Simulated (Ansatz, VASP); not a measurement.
# H18C11F5 (amorphous poly(vinyl fluoride) at 300 K): VASP beside Ansatz

One calculation is typed for both programs; each brings its own data sets. How far apart do they land? The cell is taken from a series of runs on this material, whose earlier steps may have relaxed, scaled, displaced or heated it; both programs get it as it stands.

Method: plane waves, with VASP 6.6.1 beside it; single point at PBE with D3(BJ), in Ansatz 0.2.0.

## (1) The structure

The cell holds 136 atoms: 44 C, 20 F and 72 H. Its edges and angles: a = 10.781 Å, b = 10.781 Å, c = 10.781 Å, α = 90.0°, β = 90.0°, γ = 90.0°. As first built, before any earlier steps moved the atoms (in the runner's words): 2 poly(vinyl fluoride) chains of 10 units placed at random, at 1.3 g/cm^3; overlaps pushed apart, then 20 ps at 800 K with MMFF94 bonds, angles, torsions, charges and radii (Halgren, J. Comput. Chem. 17, 490 (1996)) in harmonic and 12-6 forms; charges of ions scaled by 0.8. Snapshot after 30 ps at 300 K and fixed volume.

## (2) Ansatz: single point, PBE with D3(BJ)

Ansatz runs on its default PAW (the set named soft_2) files.

With cell and atoms fixed, the geometry can't cause a difference; cores, projectors, grids and the points listed under the comparison can.

The input, input.yaml:

```yaml
crystal:
  lattice:
    - [10.78108, 0.0, 0.0]
    - [0.0, 10.78108, 0.0]
    - [0.0, 0.0, 10.78108]
  atoms:
    - { symbol: C, position: [0.4691, 0.3599, 0.24676] }
    - { symbol: C, position: [0.37622, 0.2769, 0.17988] }
    - { symbol: C, position: [0.24279, 0.32174, 0.1877] }
    - { symbol: F, position: [0.23595, 0.4405, 0.12886] }
    - { symbol: C, position: [0.18696, 0.33766, 0.31617] }
    - { symbol: C, position: [0.17037, 0.21748, 0.38778] }
    - { symbol: F, position: [0.28777, 0.17964, 0.435] }
    - { symbol: C, position: [0.08328, 0.22742, 0.49848] }
    - { symbol: C, position: [0.94793, 0.24864, 0.46521] }
    - { symbol: F, position: [0.88078, 0.25093, 0.57936] }
    - { symbol: C, position: [0.89191, 0.14875, 0.3837] }
    - { symbol: C, position: [0.76435, 0.18249, 0.33463] }
    - { symbol: F, position: [0.77883, 0.28292, 0.24971] }
    - { symbol: C, position: [0.69604, 0.07803, 0.26872] }
    - { symbol: C, position: [0.74377, 0.0432, 0.14072] }
    - { symbol: F, position: [0.87175, 0.01231, 0.14625] }
    - { symbol: C, position: [0.67455, 0.93179, 0.08839] }
    - { symbol: C, position: [0.68319, 0.91127, 0.9493] }
    - { symbol: F, position: [0.80672, 0.8801, 0.91445] }
    - { symbol: C, position: [0.64363, 0.02196, 0.87185] }
    - { symbol: C, position: [0.62168, 0.98786, 0.73701] }
    - { symbol: F, position: [0.50948, 0.9174, 0.7322] }
    - { symbol: C, position: [0.61562, 0.09366, 0.64423] }
    - { symbol: C, position: [0.50128, 0.17654, 0.64398] }
    - { symbol: F, position: [0.51944, 0.25817, 0.54157] }
    - { symbol: C, position: [0.48117, 0.25719, 0.75743] }
    - { symbol: C, position: [0.36836, 0.34075, 0.74578] }
    - { symbol: F, position: [0.2612, 0.2628, 0.74572] }
    - { symbol: C, position: [0.35054, 0.43478, 0.84966] }
    - { symbol: C, position: [0.46495, 0.50933, 0.88509] }
[... 100 atom lines left out ...]
    - { symbol: H, position: [0.39141, 0.65463, 0.36794] }
    - { symbol: H, position: [0.54868, 0.67123, 0.32654] }
    - { symbol: H, position: [0.44355, 0.8189, 0.54347] }
    - { symbol: H, position: [0.44449, 0.89273, 0.26839] }
    - { symbol: H, position: [0.41975, 0.99688, 0.39506] }
    - { symbol: H, position: [0.31153, 0.87732, 0.36565] }
kpoints:
  mp_grid: { grid: [1, 1, 1] }
hamiltonian:
  xc: pbe
  dispersion: d3bj
scf:
  occupations: { method: fermi_dirac, width: 0.025 }
output:
  forces: true
  stress: true
  populations: true
  dos:
    method: { smearing: { sigma: 0.1 } }
    de: 0.1
    projected: { site_lists: { C: [C], F: [F], H: [H] } }
  eigenvalues: true
  write_density: true
  write_potential: true
  volumetric_format: npy
  elf: true
```

On the command line:

```console
$ ansatz run input.yaml --threads 4 --pin off --max-ram 8192MiB --backend cpu --events-out ev --progress --plain --runs-dir out
```

Numbers of over 12 decimals in the logs are rounded to 6 here.

The log of the run:

```text
Engine: ansatz 0.2.0, x86_64-unknown-linux-gnu
Pseudopotentials: kind: paw
Pseudopotential: C, paw, valence charge 4, recommended cutoff 420 eV (normal), C.paw.azcp
Pseudopotential: F, paw, valence charge 7, recommended cutoff 420 eV (normal), F.paw.azcp
Pseudopotential: H, paw, valence charge 1, recommended cutoff 420 eV (normal), H.paw.azcp
Functional definition: PBE
  parameter kappa = 0.804
  parameter beta = 0.066725
  exchange = pbe_x(kappa = kappa, mu = beta*pi^2/3)
  correlation = pbe_c(beta = beta)
Crystal: 136 atoms, lattice volume = 1253.103 Å³
Basis set: ecut = 420 eV, 24405 PW (Γ), exchange–correlation on 150×150×150 points (8 copies of the dense FFT grid, shifted against one another)
Bands: 330, of which v1, the nominal top of the filled ones, is band 194 counted from 1 (193 counted from 0)
Symmetry: 1 space group operations
Space group: P1 (ITA 1), of the structure as read, at distance tolerance 1.1e-4 Å
k-points: 1
Non-local potential: C, projectors of the file, l = 0: 2, l = 1: 2, l = 2: 1
Non-local potential: F, projectors of the file, l = 0: 2, l = 1: 2, l = 2: 1
Non-local potential: H, projectors of the file, l = 0: 2, l = 1: 1
PAW form: soft (Blöchl's): semilocal exchange-correlation on the pseudo side does not see the compensation charge
PAW one-centre angular grid: C, 110 points (default); XC on 64 Gauss nodes
PAW one-centre angular grid: F, 110 points (default); XC on 64 Gauss nodes
PAW one-centre angular grid: H, 110 points (default); XC on 64 Gauss nodes
Initial density: superposition of atomic densities (neutral atoms: chi_scale 0, normalization atom), corrected by the library's trained network
Initial wavefunctions: pseudopotential atomic-orbital guess
Functional: x = pbe(κ = 0.804, μ = 0.219515), c = pbe(β = 0.066725)
SCF iter   1: F=—  HF=-28364.859287 eV  |F-HF|=—  |Δ(HF+E_count)|=         —  Δρ=4.54e-3  dr2=3.17e-1  ethr=1.77e-3  ⟨swp⟩=6.0  Hψ=1468  notcnv=0  defer=18
preconditioner: auto → Resta (q_TF=auto, 2.244 Å⁻¹)  ε∞=2.4  [insulator: Δε(μ)=6.482 eV  Ē_g=17.246 eV  σ=0.025 eV  W_gap=1.00  n_scr=250 (ndim 8)  ℏωp=20.7 eV  f_vac=0.214  D(μ)=0.00/eV (n_scr^D=0)  ε∞_Penn≈2.4]
SCF iter   2: F=—  HF=-28364.810296 eV  |F-HF|=—  |Δ(HF+E_count)|=   4.90e-2  Δρ=2.20e-3  dr2=6.91e-2  ethr=8.18e-5  ⟨swp⟩=3.0  Hψ=579  notcnv=0  defer=131
SCF iter   3: F=—  HF=-28364.808797 eV  |F-HF|=—  |Δ(HF+E_count)|=   1.50e-3  Δρ=1.10e-3  dr2=1.53e-2  ethr=1.78e-5  ⟨swp⟩=3.0  Hψ=398  notcnv=0  defer=131
SCF iter   4: F=—  HF=-28364.807250 eV  |F-HF|=—  |Δ(HF+E_count)|=   1.55e-3  Δρ=3.94e-4  dr2=2.01e-3  ethr=3.95e-6  ⟨swp⟩=4.0  Hψ=398  notcnv=0  defer=131
SCF iter   5: F=—  HF=-28364.807194 eV  |F-HF|=—  |Δ(HF+E_count)|=   5.58e-5  Δρ=1.21e-4  dr2=1.99e-4  ethr=5.18e-7  ⟨swp⟩=2.0  Hψ=396  notcnv=0  defer=131
SCF iter   6: F=—  HF=-28364.807252 eV  |F-HF|=—  |Δ(HF+E_count)|=   5.78e-5  Δρ=3.11e-5  dr2=1.27e-5  ethr=5.14e-8  ⟨swp⟩=2.0  Hψ=391  notcnv=0  defer=131
SCF iter   7: F=—  HF=-28364.805322 eV  |F-HF|=—  |Δ(HF+E_count)|=   1.93e-3  Δρ=1.24e-5  dr2=1.57e-6  ethr=3.27e-9  ⟨swp⟩=2.0  Hψ=512  notcnv=0  defer=131
SCF iter   8: F=—  HF=-28364.805323 eV  |F-HF|=—  |Δ(HF+E_count)|=   4.02e-7  Δρ=6.26e-6  dr2=3.24e-7  ethr=4.04e-10  ⟨swp⟩=2.0  Hψ=393  notcnv=0  defer=131
SCF iter   9: F=-28364.805323 eV  HF=-28364.805323 eV  |F-HF|=1.17e-8  |Δ(HF+E_count)|=   8.05e-9  Δρ=2.23e-6  dr2=4.25e-8  ethr=2.58e-11  ⟨swp⟩=19.0  Hψ=2725  notcnv=0
SCF 1 converged in 9 iterations: F = -28364.805323 eV  dr2 = 4.25e-8
  greatest PAW one-centre occupation: 0.931 electrons in one spin orbital (limit 2), on the F atom at site 83 (counted from 0), in its partial waves of l = 0
SCF converged after 9 iterations
Free energy (F): -28364.805323 eV
Harris-Foulkes:  -28364.805323 eV  (|F-HF|=1.17e-8)
Internal energy: -28364.805323 eV  (E = F + TS)
E sigma→0 (E₀):  -28364.805323 eV
Fermi energy:    1.850097 eV
--- Per-component energies (eV) ---
  E_band       = -3049.135602
  E_kinetic    = 9126.759629
  E_local      = -30572.779481  (includes V_loc(G=0)·N_el)
  E_nonlocal   = 2773.931734
  E_hartree    = 11392.227790
  E_xc         = -4357.620704
  E_vxc        = -5498.067297  (∫ρ·V_xc dr)
  E_paw        = -8415.994084  (= ΣΔE_a)
  E_vpaw       = -1663.372298  (= ΣTr[D̂ρ^β])
  E_aug_tail   = -0.057987  (compensation charges beyond the density's cutoff)
  E_ewald      = -8304.447743
  E_disp       = -6.824476  (pairwise vdW)
  E_smearing   = -0.000000  (= −TS)
  E_closure    = 0.000000  (closes the sum)
  Σ components = -28364.805323   (vs F -28364.805323, Δ=0.00e0)
--- Forces (eV/Å), atoms counted from 1 ---
  atom   1  C      0.00122996    -0.00360665    -0.00310767
  atom   2  C      0.00151542     0.00440339     0.00400607
  atom   3  C     -0.00251578    -0.01490675     0.00363313
  atom   4  F     -0.00275295     0.00527274     0.00563161
  atom   5  C     -0.00000462     0.00840378    -0.00214297
[...]
atom  97  C     -0.00027737    -0.00021352    -0.01046408
  atom  98  C      0.00504939     0.00277515     0.00606935
  atom  99  F     -0.00013203    -0.00134152    -0.00322727
  atom 100  C     -0.00511585     0.00080033    -0.00402102
  atom 101  H     -0.00247580    -0.00301456     0.00417796
  atom 102  H     -0.00197682     0.00183117    -0.00022982
  atom 103  H      0.00040790    -0.00093640    -0.00122212
  atom 104  H      0.00398490     0.00442837    -0.00657068
  atom 105  H     -0.00071948     0.00162786     0.00017207
  atom 106  H     -0.00019633     0.00045330     0.00041549
  atom 107  H      0.00061400    -0.00134503    -0.00043414
  atom 108  H      0.00132210     0.00188722    -0.00168197
  atom 109  H      0.00140813    -0.00158646     0.00214248
  atom 110  H      0.00019429    -0.00081295     0.00098736
  atom 111  H     -0.00290283     0.00030560     0.00112361
  atom 112  H      0.00054317    -0.00032090     0.00013280
  atom 113  H      0.00065875    -0.00015395     0.00118827
  atom 114  H      0.00058753    -0.00045109    -0.00046550
  atom 115  H      0.00347252     0.00007204     0.00034099
[...]
atom 129  H     -0.00100473    -0.00443951     0.00391467
  atom 130  H      0.00052177    -0.00413222    -0.00222011
  atom 131  H     -0.00179296    -0.00009480    -0.00230246
  atom 132  H      0.00073065     0.00198025    -0.00320844
  atom 133  H     -0.00252197    -0.00080481     0.00168984
  atom 134  H      0.00013031     0.00119678    -0.00184933
  atom 135  H      0.00031022     0.00298848     0.00078687
  atom 136  H      0.00273394     0.00037232     0.00158905
  max |Σ_I F_I| component: 4.53e-4 eV/Å
--- Stress (GPa, compression-positive) ---
        0.147181       0.006523       0.066992
        0.006522       0.287072      -0.032060
        0.066992      -0.032061       0.471521
  P = ⅓ Tr σ = 0.3019 GPa (3.019 kbar)
--- Band table (eV) ---
  k-point 0: bands = [... 190 lower, -1.4403, -1.3810, -1.3725, -1.3362, 5.0277, 5.1730, 5.3793, 5.5139, ... 132 higher]
--- Löwdin populations: 136 sites ---
  site symbol       q [e]
     0      C      4.4589
     1      C      4.2714
     2      C      3.7974
     3      F      7.3134
     4      C      4.2942
     5      C      3.7900
     6      F      7.3104
     7      C      4.2845
     8      C      3.7895
     9      F      7.3188
    10      C      4.2975
    11      C      3.7986
    12      F      7.3082
    13      C      4.2963
    14      C      3.7934
    15      F      7.3066
    16      C      4.2971
    17      C      3.7906
    18      F      7.3128
    19      C      4.2903
    20      C      3.7925
    21      F      7.3172
    22      C      4.3003
    23      C      3.7926
[...]
128      H      0.8157
   129      H      0.8026
   130      H      0.7882
   131      H      0.7998
   132      H      0.8159
   133      H      0.8320
   134      H      0.7965
   135      H      0.7912
  spilling = 0.010471 (of n_electrons = 388.000000)
```

Reading the cycles: dr2 is the Hartree energy of the density residual (eV), the measure of convergence; HF is the Harris–Foulkes estimate of the energy, which meets the free energy F at convergence.

## (3) VASP: single point, PBE with D3(BJ)

The same cell, functional, mesh and smearing now go to VASP, with its own data sets.

Lines of VASP's logs that name or quote its potential files are left out, and so is its time.

The input, INCAR:

```
SYSTEM = H18C11F5
PREC = Accurate
ENCUT = 600
EDIFF = 1E-06
NELM = 120
ISMEAR = -1
SIGMA = 0.025
LREAL = Auto
ALGO = Normal
GGA = PE
IVDW = 12
NBANDS = 289
LORBIT = 11
LWAVE = .FALSE.
LCHARG = .FALSE.
ISIF = 2
LASPH = .TRUE.
GGA_COMPAT = .FALSE.
EFERMI = MIDGAP
```

The input, POSCAR:

```
H18C11F5
1.0
   10.7810800000      0.0000000000      0.0000000000
    0.0000000000     10.7810800000      0.0000000000
    0.0000000000      0.0000000000     10.7810800000
C F H
44 20 72
Direct
    0.4691000000      0.3599000000      0.2467600000
    0.3762200000      0.2769000000      0.1798800000
    0.2427900000      0.3217400000      0.1877000000
    0.1869600000      0.3376600000      0.3161700000
    0.1703700000      0.2174800000      0.3877800000
    0.0832800000      0.2274200000      0.4984800000
    0.9479300000      0.2486400000      0.4652100000
    0.8919100000      0.1487500000      0.3837000000
    0.7643500000      0.1824900000      0.3346300000
    0.6960400000      0.0780300000      0.2687200000
    0.7437700000      0.0432000000      0.1407200000
    0.6745500000      0.9317900000      0.0883900000
    0.6831900000      0.9112700000      0.9493000000
    0.6436300000      0.0219600000      0.8718500000
    0.6216800000      0.9878600000      0.7370100000
    0.6156200000      0.0936600000      0.6442300000
    0.5012800000      0.1765400000      0.6439800000
    0.4811700000      0.2571900000      0.7574300000
    0.3683600000      0.3407500000      0.7457800000
    0.3505400000      0.4347800000      0.8496600000
    0.4649500000      0.5093300000      0.8850900000
    0.4366300000      0.6213800000      0.9644100000
    0.9759400000      0.2700800000      0.9061100000
    0.9478800000      0.3664800000      0.0060100000
    0.8587400000      0.4662300000      0.9625300000
    0.8117200000      0.5559200000      0.0611200000
    0.9063200000      0.6158900000      0.1471800000
    0.0063400000      0.6910500000      0.0830900000
    0.0908500000      0.7638700000      0.1693400000
    0.1929500000      0.8317600000      0.0994200000
[... 100 atom lines left out ...]
    0.3914100000      0.6546300000      0.3679400000
    0.5486800000      0.6712300000      0.3265400000
    0.4435500000      0.8189000000      0.5434700000
    0.4444900000      0.8927300000      0.2683900000
    0.4197500000      0.9968800000      0.3950600000
    0.3115300000      0.8773200000      0.3656500000
```

The input, KPOINTS:

```
Automatic mesh
0
Gamma
1 1 1
0 0 0
```

Potentials, in the order of the species: C, F and H (PBE family, release 64).

On the command line:

```console
$ export OMP_NUM_THREADS=3
$ mpirun -np 1 vasp_gam
```

The log of the run:

```text
[banner, memory and clock lines left out]
running    1 mpi-ranks, on    1 nodes
[...]
Offloading initialized ...    1 GPUs detected
[...]
LDA part: xc-table for (Slater+PW92), standard interpolation
 POSCAR, INCAR and KPOINTS ok, starting setup
[...]
entering main loop
       N       E                     dE             d eps       ncg     rms          rms(c)
DAV:   1     0.316237087426E+04    0.31624E+04   -0.23150E+05   578   0.143E+03
DAV:   2    -0.469170090552E+03   -0.36315E+04   -0.34515E+04   723   0.326E+02
DAV:   3    -0.798076620765E+03   -0.32891E+03   -0.32605E+03   708   0.995E+01
DAV:   4    -0.805433424328E+03   -0.73568E+01   -0.73295E+01   740   0.164E+01
[...]
DAV:  17    -0.747613463404E+03   -0.13785E-05   -0.93198E-05   724   0.249E-02    0.141E-02
DAV:  18    -0.747613462476E+03    0.92797E-06   -0.22550E-05   692   0.122E-02    0.528E-03
DAV:  19    -0.747613462194E+03    0.28141E-06   -0.22433E-06   580   0.473E-03
   1 F= -.75443695E+03 E0= -.75443695E+03  d E =0.000000E+00
```

OUTCAR, selected parts (step 3):

```text
  FREE ENERGIE OF THE ION-ELECTRON SYSTEM (eV)
  ---------------------------------------------------
  free  energy   TOTEN  =      -754.4369543600 eV

  energy  without entropy=     -754.4369543600  energy(sigma->0) =     -754.43695436
```

The run ends at a pressure of 0.43 GPa, with forces up to 0.30 eV/Å.

## (4) Comparison

Known differences besides the potentials themselves: the cutoff is 420 eV in Ansatz and 600 eV in VASP (PREC = Accurate, projectors in real space). Total energies have different zeros and are not compared.

Compared:

| quantity | Ansatz | VASP | difference |
| --- | --- | --- | --- |
| pressure (GPa) | 0.30 | 0.43 | -0.13 |
| gap on the k mesh (eV) | 6.364 | 6.353 | +0.011 |

Forces on 7 of the 136 atoms, those with the largest forces and the largest differences (eV/Å; atoms numbered as in POSCAR):

| atom | Ansatz x, y, z | VASP x, y, z |
| --- | --- | --- |
| F46 | 0.001, 0.002, 0.000 | 0.252, -0.084, 0.101 |
| F49 | 0.008, -0.001, 0.002 | 0.288, -0.066, 0.013 |
| F50 | 0.003, -0.001, -0.001 | 0.268, -0.069, -0.076 |
| F57 | 0.000, 0.001, -0.002 | 0.130, -0.179, 0.183 |
| F60 | 0.000, 0.002, 0.000 | 0.037, 0.122, -0.254 |
| F61 | 0.001, 0.004, 0.001 | 0.090, -0.263, -0.084 |
| F62 | 0.000, 0.001, -0.001 | 0.021, -0.258, -0.139 |

The forces differ by 85 meV/Å r.m.s., where the r.m.s. force is 0.004 eV/Å in Ansatz and 0.084 eV/Å in VASP: the atoms lie near their places of rest in Ansatz, so a percentage would say little (all taken over all components). A gap on the mesh is an upper bound, since the band edges may lie between its points.

## (5) Summary of results

```yaml
r_m_s_force_difference_single_point_pbe_with_d3_bj: 85 meV/Å
```

What this shows: The r.m.s. force difference is 85 meV/Å (single point, PBE with D3(BJ)), beyond the 12 meV/Å picked in this series as the mark of a large difference. What causes the difference of the single point, PBE with D3(BJ) pair stays open here. Such differences can come from data sets, numerical settings and the points named under the comparisons, not from the functional's error against experiment.

[Lines on the potential files, build, host, timing and source positions are cut from VASP's logs without a mark.]

[Logs are printed without paths, hosts, clocks, repeated set-up lines and the standing remarks that a program may print on its own settings, such as how far it seeks lower states.]

[Hosts, paths, dates, database ids (printed as entryN), source tags and the programs' standing remarks are cut or masked in the printed files.]

[The MMFF94 radii named for the starting cell were scaled by 0.96; in molecules described by MMFF94, hydrogen bound to N, O or S took a small fixed 12-6 site in their place.]
